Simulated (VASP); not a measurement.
Level of theory: LDA (Ceperley-Alder, Perdew-Zunger), VASP's LDA PAW potentials (set 64) (plane waves; VASP 6.6.1).

The input files of a VASP run:

File POSCAR:
```
TiAl
1
    2.8107500000     0.0000000000     0.0000000000
    0.0000000000     2.8107500000     0.0000000000
    0.0000000000     0.0000000000     4.0664200000
Ti Al
1 1
Direct
  0.5000000000   0.5000000000   0.5000000000
  0.0000000000   0.0000000000   0.0000000000
```

INCAR:
```
! general
SYSTEM  = TiAl
PREC    = Accurate
ENCUT   = 400
LREAL   = .FALSE.
LASPH   = .TRUE.

! electronic loop
EDIFF   = 1E-6
NELM    = 100
ALGO    = Normal
LMAXMIX = 4

! smearing
ISMEAR  = 1
SIGMA   = 0.1

! ions
IBRION  = 2
NSW     = 60
ISIF    = 3
EDIFFG  = -0.01

! output
LWAVE   = .FALSE.
LCHARG  = .FALSE.
```

File KPOINTS:
```
K-points
0
gamma
  12 12 8
```

POTCAR, in this order: Ti_sv Al (LDA.64 set). Program: vasp_std.

The run wrote:

File OSZICAR:
```
       N       E                     dE             d eps       ncg     rms          rms(c)
DAV:   1     0.863984181861E+02    0.86398E+02   -0.67683E+03  3097   0.114E+03
DAV:   2    -0.604425611430E+01   -0.92443E+02   -0.89831E+02  3141   0.308E+02
DAV:   3    -0.145929471766E+02   -0.85487E+01   -0.82937E+01  5595   0.854E+01
DAV:   4    -0.151239512193E+02   -0.53100E+00   -0.52760E+00  3977   0.171E+01
DAV:   5    -0.151431885954E+02   -0.19237E-01   -0.19224E-01  4396   0.328E+00    0.958E+00
DAV:   6    -0.137345403681E+02    0.14086E+01   -0.12154E+01  3863   0.377E+01    0.329E+00
DAV:   7    -0.135809479794E+02    0.15359E+00   -0.12000E+00  3620   0.117E+01    0.187E+00
DAV:   8    -0.135595143375E+02    0.21434E-01   -0.14287E-01  3538   0.395E+00    0.475E-01
DAV:   9    -0.135576609434E+02    0.18534E-02   -0.26072E-02  3716   0.216E+00    0.216E-01
DAV:  10    -0.135575869762E+02    0.73967E-04   -0.15526E-03  3847   0.405E-01    0.515E-02
DAV:  11    -0.135575828650E+02    0.41112E-05   -0.36505E-04  4170   0.211E-01    0.375E-02
DAV:  12    -0.135575827508E+02    0.11417E-06   -0.22872E-05  3652   0.536E-02    0.121E-02
DAV:  13    -0.135575820705E+02    0.68026E-06   -0.11120E-06  2542   0.118E-02
   1 F= -.13557582E+02 E0= -.13557721E+02  d E =-.135576E+02
       N       E                     dE             d eps       ncg     rms          rms(c)
DAV:   1    -0.151288358858E+02   -0.15713E+01   -0.32175E+01  3344   0.855E+01    0.106E+01
DAV:   2    -0.136703147572E+02    0.14585E+01   -0.92570E+00  3529   0.402E+01    0.245E+00
DAV:   3    -0.135371172708E+02    0.13320E+00   -0.84398E-01  3546   0.920E+00    0.104E+00
DAV:   4    -0.135427830703E+02   -0.56658E-02   -0.25563E-01  3610   0.450E+00    0.686E-01
DAV:   5    -0.135561274527E+02   -0.13344E-01   -0.21887E-02  3959   0.148E+00    0.348E-01
DAV:   6    -0.135691911997E+02   -0.13064E-01   -0.25955E-02  4775   0.890E-01    0.169E-01
DAV:   7    -0.135703480014E+02   -0.11568E-02   -0.16966E-03  3722   0.322E-01    0.279E-02
DAV:   8    -0.135704336809E+02   -0.85680E-04   -0.35783E-04  4497   0.103E-01    0.433E-02
DAV:   9    -0.135704919265E+02   -0.58246E-04   -0.10788E-04  3612   0.947E-02    0.900E-03
DAV:  10    -0.135704929750E+02   -0.10485E-05   -0.18518E-05  3932   0.296E-02    0.742E-03
DAV:  11    -0.135704931594E+02   -0.18440E-06   -0.87461E-07  2020   0.113E-02
   2 F= -.13570493E+02 E0= -.13570504E+02  d E =-.129111E-01
       N       E                     dE             d eps       ncg     rms          rms(c)
DAV:   1    -0.139048191155E+02   -0.33433E+00   -0.60458E+00  3453   0.386E+01    0.516E+00
DAV:   2    -0.136419035162E+02    0.26292E+00   -0.29024E+00  3754   0.207E+01    0.138E+00
DAV:   3    -0.135771060713E+02    0.64797E-01   -0.34143E-01  3685   0.595E+00    0.314E-01
DAV:   4    -0.135804635860E+02   -0.33575E-02   -0.34187E-02  3645   0.132E+00    0.227E-01
DAV:   5    -0.135849234461E+02   -0.44599E-02   -0.68687E-03  4333   0.623E-01    0.219E-01
DAV:   6    -0.135869734414E+02   -0.20500E-02   -0.57179E-03  4543   0.562E-01    0.224E-02
DAV:   7    -0.135869945421E+02   -0.21101E-04   -0.29783E-04  3436   0.145E-01    0.301E-02
DAV:   8    -0.135870256912E+02   -0.31149E-04   -0.75967E-05  3487   0.829E-02    0.137E-02
DAV:   9    -0.135870248221E+02    0.86912E-06   -0.15937E-05  3144   0.427E-02    0.992E-03
DAV:  10    -0.135870266504E+02   -0.18283E-05   -0.35598E-06  3053   0.192E-02    0.599E-04
DAV:  11    -0.135870266951E+02   -0.44697E-07   -0.33230E-07  1582   0.462E-03
   3 F= -.13587027E+02 E0= -.13587115E+02  d E =-.294446E-01
       N       E                     dE             d eps       ncg     rms          rms(c)
DAV:   1    -0.135872481809E+02   -0.22153E-03   -0.44951E-03  3416   0.104E+00    0.134E-01
DAV:   2    -0.135870461598E+02    0.20202E-03   -0.17718E-03  3685   0.524E-01    0.329E-02
DAV:   3    -0.135870135945E+02    0.32565E-04   -0.18791E-04  3572   0.139E-01    0.102E-02
DAV:   4    -0.135870153204E+02   -0.17259E-05   -0.28821E-05  3502   0.430E-02    0.705E-03
DAV:   5    -0.135870183256E+02   -0.30052E-05   -0.40714E-06  3707   0.136E-02    0.399E-03
DAV:   6    -0.135870197313E+02   -0.14057E-05   -0.39017E-06  3845   0.984E-03    0.201E-03
DAV:   7    -0.135870198001E+02   -0.68796E-07   -0.16359E-07  1549   0.417E-03
   4 F= -.13587020E+02 E0= -.13587107E+02  d E =-.294377E-01
       N       E                     dE             d eps       ncg     rms          rms(c)
DAV:   1    -0.135874116855E+02   -0.39195E-03   -0.98192E-03  3515   0.167E+00    0.164E-01
DAV:   2    -0.135870973838E+02    0.31430E-03   -0.21594E-03  3602   0.646E-01    0.458E-02
DAV:   3    -0.135870471524E+02    0.50231E-04   -0.26730E-04  3760   0.144E-01    0.191E-02
DAV:   4    -0.135870461763E+02    0.97605E-06   -0.57016E-05  4038   0.689E-02    0.119E-02
DAV:   5    -0.135870513436E+02   -0.51672E-05   -0.87692E-06  3966   0.260E-02    0.336E-03
DAV:   6    -0.135870522240E+02   -0.88042E-06   -0.41225E-06  3640   0.114E-02
   5 F= -.13587052E+02 E0= -.13587154E+02  d E =-.324239E-04
       N       E                     dE             d eps       ncg     rms          rms(c)
DAV:   1    -0.135871019201E+02   -0.50577E-04   -0.13789E-03  3518   0.627E-01    0.611E-02
DAV:   2    -0.135870579304E+02    0.43990E-04   -0.30142E-04  3602   0.241E-01    0.171E-02
DAV:   3    -0.135870510159E+02    0.69145E-05   -0.36818E-05  3752   0.533E-02    0.712E-03
DAV:   4    -0.135870509064E+02    0.10951E-06   -0.79902E-06  3904   0.258E-02
   6 F= -.13587051E+02 E0= -.13587158E+02  d E =-.311063E-04
       N       E                     dE             d eps       ncg     rms          rms(c)
DAV:   1    -0.135872135845E+02   -0.16257E-03   -0.46049E-03  3202   0.111E+00    0.877E-02
DAV:   2    -0.135870952578E+02    0.11833E-03   -0.59669E-04  3378   0.298E-01    0.348E-02
DAV:   3    -0.135870750032E+02    0.20255E-04   -0.71776E-05  3693   0.909E-02    0.168E-02
DAV:   4    -0.135870704243E+02    0.45789E-05   -0.14912E-05  4565   0.404E-02    0.550E-03
DAV:   5    -0.135870707218E+02   -0.29746E-06   -0.11828E-06  2586   0.119E-02
   7 F= -.13587071E+02 E0= -.13587190E+02  d E =-.198154E-04
```

**OUTCAR**
```
------------------------ aborting loop because EDIFF is reached ----------------------------------------
  FORCE on cell =-STRESS in cart. coord.  units (eV):
  Direction    XX          YY          ZZ          XY          YZ          ZX
  --------------------------------------------------------------------------------------
  Total       -0.0097313     -0.0097313     -0.0199140      0.0000000     -0.0000000      0.0000000
  in kB       -0.5097649     -0.5097649     -1.0431750      0.0000000     -0.0000000      0.0000000
  external PRESSURE =      -0.6875683 kB  Pullay stress =       0.0000000 kB
  volume of cell :       30.59
      direct lattice vectors                 reciprocal lattice vectors
     2.768467510  0.000000000  0.000000000     0.361210668  0.000000000  0.000000000
     0.000000000  2.768467510  0.000000000     0.000000000  0.361210668 -0.000000000
     0.000000000  0.000000000  3.990558633     0.000000000 -0.000000000  0.250591482
 POSITION                                       TOTAL-FORCE (eV/Angst)
 -----------------------------------------------------------------------------------
      1.38423      1.38423      1.99528         0.000000     -0.000000      0.000000
      0.00000      0.00000      3.99056         0.000000      0.000000      0.000000
 -----------------------------------------------------------------------------------
    total drift:                                0.000000     -0.000000     -0.000000
  FREE ENERGIE OF THE ION-ELECTRON SYSTEM (eV)
  ---------------------------------------------------
  free  energy   TOTEN  =       -13.5870707218 eV

  energy  without entropy=      -13.5874284088  energy(sigma->0) =      -13.58718995

 reached required accuracy - stopping structural energy minimisation
```
(Selected blocks of OUTCAR.)

### CONTCAR
```
TiAl
   1.00000000000000
     2.7684675101649159    0.0000000000000000    0.0000000000000000
     0.0000000000000000    2.7684675101649159    0.0000000000000000
     0.0000000000000000    0.0000000000000000    3.9905586326732987
  Ti              Al
     1     1
Direct
     0.5000000000000000    0.5000000000000000    0.5000000000000000
     0.0000000000000000    0.0000000000000000    1.0000000000000000
```

OUTCAR:
```
 val. band max:        8.6727228043   @ k =   0.3333   0.0833   0.5000

 cond. band min:       8.6903488987   @ k =   0.1667   0.0000   0.2500


 Fermi energy:         8.6835369846

 k-point     1 :       0.0000    0.0000    0.0000
  band No.  band energies     occupation
      1     -47.1077      2.00000
      2     -23.9032      2.00000
      3     -23.4017      2.00000
      4     -23.4017      2.00000
      5      -0.5245      2.00000
      6       6.7263      2.00000
      7       7.7792      2.00000
      8       8.4832      2.01583
      9      10.9755      0.00000
     10      10.9755      0.00000
     11      12.1702      0.00000

 k-point     2 :       0.0833    0.0000    0.0000
  band No.  band energies     occupation
      1     -47.1025      2.00000
      2     -23.8983      2.00000
      3     -23.4426      2.00000
      4     -23.3982      2.00000
      5      -0.3817      2.00000
      6       6.8439      2.00000
      7       7.8387      2.00000
      8       8.3327      2.00001
      9      11.0007      0.00000
     10      11.1503      0.00000
     11      12.0247      0.00000

 k-point     3 :       0.1667    0.0000    0.0000
  band No.  band energies     occupation
      1     -47.0884      2.00000
      2     -23.8848      2.00000
      3     -23.5532      2.00000
      4     -23.3886      2.00000
      5       0.0404      2.00000
      6       7.1522      2.00000
      7       7.9491      2.00000
      8       7.9767      2.00000
      9      11.0702      0.00000
     10      11.5997      0.00000
     11      11.6602      0.00000

 k-point     4 :       0.2500    0.0000    0.0000
  band No.  band energies     occupation
      1     -47.0692      2.00000
      2     -23.8664      2.00000
      3     -23.7021      2.00000
      4     -23.3754      2.00000
      5       0.7259      2.00000
      6       7.4939      2.00000
      7       7.5666      2.00000
      8       7.8553      2.00000
      9      11.1671      0.00000
...
```

Energy and stress use the plane-wave basis of the starting cell.

The structure comes from a computed database's TiAl entry (P4/mmm); how it stands against other phases isn't given here. This run relaxes it. Symmetry was kept, so distortions that lower it aren't found. The electron count is odd and the run is not spin-polarised, which forces a metal.
